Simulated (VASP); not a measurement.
Input:

```
AuCl
1.0
    2.98991    -2.18498     0.00000
    2.98991     2.18498     0.00000
   -1.08523     0.00000     6.45736
Au Cl
2 2
Direct
  0.00000   0.50000   0.00000
  0.50000   0.00000   0.50000
  0.58160   0.41840   0.25000
  0.41840   0.58160   0.75000
```

Level of theory: PBE GGA, VASP's PBE PAW potentials (set 64) (plane waves; VASP). Numerical set-up: 400 eV cut-off, 5×5×3 Γ-centred mesh, Gaussian smearing of 0.050 eV, potentials Au Cl.

### Question
Which forces act on the atoms, in eV/Å?

### Answer

```json
[
 {"atom": "Au1", "Fx": "0.000", "Fy": "0.000", "Fz": "0.000"},
 {"atom": "Au2", "Fx": "0.000", "Fy": "0.000", "Fz": "0.000"},
 {"atom": "Cl3", "Fx": "0.000", "Fy": "-0.293", "Fz": "0.000"},
 {"atom": "Cl4", "Fx": "0.000", "Fy": "0.293", "Fz": "0.000"}
]
```

### Question
Give the stress tensor in GPa (positive for a compressed cell).

### Answer

```
11.66   0.00  -2.89
 0.00   7.20   0.00
-2.89   0.00  13.50
```
The pressure is its mean diagonal, 10.79 GPa.

The structure was generated: AuCl was put into the tenorite type (C2/c), which need not be its known phase. The cell was not relaxed at this level.
